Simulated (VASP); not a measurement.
A run of VASP 6.6.1 is set up as follows.

INCAR

```
SYSTEM = BaLi2Mg2Si2
  PREC = Accurate
  ENCUT = 520
  EDIFF = 1E-6
  ISMEAR = 0
  SIGMA = 0.1
  LREAL = .False.
  LASPH = .True.
  NELM = 100
  ALGO = Normal
  ISIF = 2
  LWAVE = .False.
  LCHARG = .True.
  GGA = PE
  LELF = .True.
  LVHAR = .True.
  NBANDS = 23
```

The input KPOINTS:

```
regular mesh
0
Gamma
  3 3 3
  0 0 0
```

The input POSCAR:

```
BaLi2Mg2Si2
1.0
    5.7514990000      1.3068630000      1.8930270000
    0.6932240000      5.9538350000     -0.4559800000
   -0.3925760000      0.2367290000      4.7748330000
Ba Mg Li Si
1 2 2 2
Direct
    0.7037805101      0.3297780033      0.0016198820
    0.1083539859      0.9339696861      0.5338457861
    0.3105559522      0.3973178707      0.6188547746
    0.1845216255      0.2438197605      0.1455964042
   -0.0223648363      0.6982098448      0.1019713075
    0.5383769078      0.8967877994      0.1822782657
    0.5466493136      0.7225013702      0.5970341297
```

Potentials or basis: VASP PAW PBE potentials, release 64 (Ba_sv, Mg, Li_sv, Si).

The run is started by

```console
$ cat potpaw_PBE.64/Ba_sv/POTCAR potpaw_PBE.64/Mg/POTCAR potpaw_PBE.64/Li_sv/POTCAR potpaw_PBE.64/Si/POTCAR > POTCAR
$ mpirun -np 1 vasp_std > vasp.out
```

Problem. Predict the largest force.

Solution. 0.668 eV/Å.

Problem. Predict the band gap on the k mesh.

Solution. 0.04 eV, indirect (least direct gap 0.13 eV).

Forces in eV/Å, atoms in the order of the input:
```
Ba   0.024  0.373 -0.096
Mg   0.261 -0.304  0.085
Mg  -0.448 -0.270 -0.231
Li   0.012 -0.589  0.040
Li   0.071  0.454  0.142
Si  -0.205  0.298 -0.542
Si   0.285  0.038  0.603
```

Caveat: the k mesh is coarse (spacing up to 0.45 Å⁻¹), so the values aren't converged; spin-orbit coupling is left out, which moves the levels of the heavy elements.
